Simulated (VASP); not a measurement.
Given:

```yaml
crystal:
  lattice:
    - [2.43811, 0.00000, 0.00000]
    - [-1.21906, 2.11147, 0.00000]
    - [0.00000, 0.00000, 4.08129]
  atoms:
    - { symbol: Ni, position: [0.33333, 0.66667, 0.25000], spin: 0.7 }
    - { symbol: Ni, position: [0.66667, 0.33333, 0.75000], spin: 0.7 }
```

Method: r2SCAN meta-GGA, VASP's PBE PAW potentials (set 64) (plane waves; VASP). Run with 400 eV cut-off, 19×19×10 Γ-centred mesh, tetrahedra with Blöchl corrections, potentials Ni.

Problem. What does the run give for the cell moment, energy per atom (σ→0), band gap (over mesh and band path) with the smallest direct gap where there is one?

Solution. 
```
Item                                                                   Value
----------------------------------  ----------------------------------------
band gap (over mesh and band path)  none (metal, semimetal or under 0.01 eV)
cell moment                                                          1.36 μB
energy per atom (σ→0)                                    -1148.1 kJ/mol-atom
```

Problem. Give the moment on each site (PAW-sphere projection).

Solution. 
```csv
site,moment (μB)
Ni1,0.70
Ni2,0.70
```

The absolute energy has meaning only against runs of the same code, potentials and settings.

The structure was generated: Ni was put into the hcp type (P6_3/mmc), which need not be its known phase. It was relaxed first.
